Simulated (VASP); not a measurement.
The system is ZnO (zincite).

```
CELL_PARAMETERS angstrom
3.24931 0.00000 0.00000
-1.62465 2.81398 0.00000
0.00000 0.00000 5.20571
ATOMIC_POSITIONS crystal
Zn 0.33333 0.66667 0.50000
Zn 0.66667 0.33333 0.00000
O 0.66667 0.33333 0.37901
O 0.33333 0.66667 0.87901
```

```yaml
Program: VASP 6.6.1
Task: relaxation of cell and atoms
Functional: PBE
Potentials_or_basis: VASP PAW PBE potentials, release 64 (Zn, O)
Cutoff: 600 eV
k_mesh: 9 × 9 × 6
Occupations: gaussian, width 0.02 eV
Spin: no spin polarisation
```

At the start: pressure 5.8 GPa; volume 11.90 Å³/atom.

Question: Where does the relaxation end?

Answer: Over 15 steps the energy falls by 8.9 meV/atom and the volume is 12.39 Å³/atom (+4.2 %); space group P6_3mc (No. 186, to 0.05 Å).

Step by step:
```tsv
step	energy change (eV)	largest force (eV/Å)	pressure (GPa)	volume (Å³)
1	0.0000	0.0740	5.83	47.60
2	-0.0270	0.0268	-2.61	50.64
3	-0.0357	0.0012	-0.01	49.59
4	-0.0357	0.0023	-0.06	49.63
5	-0.0357	0.0109	-0.01	49.62
6	-0.0357	0.0152	-0.10	49.62
7	-0.0358	0.0117	-0.01	49.57
8	-0.0358	0.0100	0.08	49.54
9	-0.0358	0.0103	0.14	49.54
10	-0.0358	0.0109	0.11	49.56
11	-0.0358	0.0126	0.00	49.56
12	-0.0358	0.0103	0.13	49.56
13	-0.0358	0.0120	0.06	49.56
14	-0.0358	0.0027	0.06	49.57
15	-0.0358	0.0000	-0.01	49.58
```

Final structure:
```yaml
crystal:
  lattice:
    - [3.28645, 0.00000, 0.00000]
    - [-1.64322, 2.84615, 0.00000]
    - [0.00000, 0.00000, 5.30003]
  atoms:
    - { symbol: Zn, position: [0.33333, 0.66667, 0.49987] }
    - { symbol: Zn, position: [0.66667, 0.33333, 0.99987] }
    - { symbol: O, position: [0.66667, 0.33333, 0.37914] }
    - { symbol: O, position: [0.33333, 0.66667, 0.87914] }
```
